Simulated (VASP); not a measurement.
Output of a VASP run:

**OSZICAR**
```
       N       E                     dE             d eps       ncg     rms          rms(c)
DAV:   1     0.671621957138E+02    0.67162E+02   -0.51390E+03  1512   0.100E+03
DAV:   2     0.166778341946E+01   -0.65494E+02   -0.65292E+02  1562   0.234E+02
DAV:   3     0.446609863113E+00   -0.12212E+01   -0.12140E+01  2414   0.340E+01
DAV:   4     0.404445001583E+00   -0.42165E-01   -0.42111E-01  2130   0.444E+00
DAV:   5     0.403404988291E+00   -0.10400E-02   -0.10363E-02  2570   0.452E-01    0.221E+00
DAV:   6     0.406384124314E+00    0.29791E-02   -0.12146E-02  1833   0.136E+00    0.135E+00
DAV:   7     0.405045741240E+00   -0.13384E-02   -0.20358E-02  1729   0.188E+00    0.102E-01
DAV:   8     0.405442013465E+00    0.39627E-03   -0.18273E-03  1727   0.453E-01    0.279E-02
DAV:   9     0.405417819630E+00   -0.24194E-04   -0.15554E-04  2445   0.108E-01    0.119E-02
DAV:  10     0.405411820674E+00   -0.59990E-05   -0.17945E-05  1968   0.461E-02    0.101E-03
DAV:  11     0.405412015204E+00    0.19453E-06   -0.77568E-07  2331   0.790E-03    0.105E-03
DAV:  12     0.405412072168E+00    0.56964E-07   -0.27951E-08  1271   0.188E-03
   1 F= 0.40541207E+00 E0= 0.40541207E+00  d E =0.000000E+00
```

File OUTCAR:
```
------------------------ aborting loop because EDIFF is reached ----------------------------------------
  FORCE on cell =-STRESS in cart. coord.  units (eV):
  Direction    XX          YY          ZZ          XY          YZ          ZX
  --------------------------------------------------------------------------------------
  Total       -0.0398168     -0.0398168     -0.0398168     -0.0000000      0.0000000     -0.0000000
  in kB       -1.5537298     -1.5537298     -1.5537298     -0.0000000      0.0000000     -0.0000000
  external PRESSURE =      -1.5537298 kB  Pullay stress =       0.0000000 kB
  volume of cell :       41.06
      direct lattice vectors                 reciprocal lattice vectors
     0.000000000  2.738150174  2.738150174    -0.182605032  0.182605032  0.182605032
     2.738150174  0.000000000  2.738150174     0.182605032 -0.182605032  0.182605032
     2.738150174  2.738150174  0.000000000     0.182605032  0.182605032 -0.182605032
 POSITION                                       TOTAL-FORCE (eV/Angst)
 -----------------------------------------------------------------------------------
      0.00000      0.00000      0.00000         0.000000      0.000000      0.000000
 -----------------------------------------------------------------------------------
    total drift:                               -0.000000     -0.000000     -0.000000
  FREE ENERGIE OF THE ION-ELECTRON SYSTEM (eV)
  ---------------------------------------------------
  free  energy   TOTEN  =         0.4054120722 eV

  energy  without entropy=        0.4054120722  energy(sigma->0) =        0.40541207

 total charge

# of ion       s       p       d       tot
------------------------------------------
    1        2.085   5.832   0.168   8.085
```
(Selected blocks of OUTCAR.)

POSCAR:
```
Ca
1
    0.0000000000     2.7381501741     2.7381501741
    2.7381501741     0.0000000000     2.7381501741
    2.7381501741     2.7381501741     0.0000000000
Ca
1
Direct
  0.0000000000   0.0000000000   0.0000000000
```

Reconstruct the remaining input files.

One answer among several that fit: the input of the run itself, vdW-DF-cx, plane waves, VASP's PBE PAW potentials (set 64).

### INCAR
```
SYSTEM = Ca
PREC = Accurate
ENCUT = 520
EDIFF = 1E-7
NELM = 100
ALGO = Normal
LREAL = .FALSE.
LASPH = .TRUE.
ISMEAR = -5
GGA = CX
LUSE_VDW = .TRUE.
AGGAC = 0.0
LWAVE = .FALSE.
LCHARG = .TRUE.
LORBIT = 11
NEDOS = 601
ISIF = 2
```

**KPOINTS**
```
Automatic mesh
0
Gamma
13 13 13
0 0 0
```

POTCAR, in this order: Ca_sv (PBE.64 set). Program: vasp_std.

For a metal the tetrahedron method with Blöchl corrections gives inexact stress and forces.

The compound is Ca in the fcc structure. It was relaxed first, which changed the volume by -5 %.
